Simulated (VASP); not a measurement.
Crystal: C.

```xyz
4
Lattice="2.4610 0.0000 0.0000 -1.2305 2.1313 0.0000 0.0000 0.0000 6.4397" Properties=species:S:1:pos:R:3 pbc="T T T"
C     0.0000    0.0000    1.6099
C     0.0000    1.4209    1.6099
C     0.0000    0.0000    4.8298
C     1.2305    0.7104    4.8298
```

The cell was built by a generator and needn't be a form met in nature.

Program: VASP 6.6.1. Alike in all runs: task single point; no spin polarisation; cell as given; k mesh 16 × 16 × 4; cutoff (eV) 520; smearing fermi-dirac 0.05 eV.

Order these runs on this cell by their pressure, lowest first.
A. level PBEsol; potentials or basis VASP PAW PBE potentials, release 64 (C)
B. level optB86b-vdW; potentials or basis VASP PAW PBE potentials, release 64 (C)
C. level vdW-DF2; potentials or basis VASP PAW PBE potentials, release 64 (C)
D. level LDA; potentials or basis VASP PAW LDA potentials, release 64 (C)
E. level SCAN; potentials or basis VASP PAW PBE potentials, release 64 (C)

D (-4.6 GPa), E (-2.0 GPa), A (0.7 GPa), B (2.6 GPa), C (6.6 GPa).

Caveats: the PAW data sets were made with another functional, which shifts forces and pressure a little (some runs); this functional lacks dispersion, which binds the layers, so the pressure and a relaxed spacing across them are unreliable (some runs).

Runs at the PBE level aren't shown here.
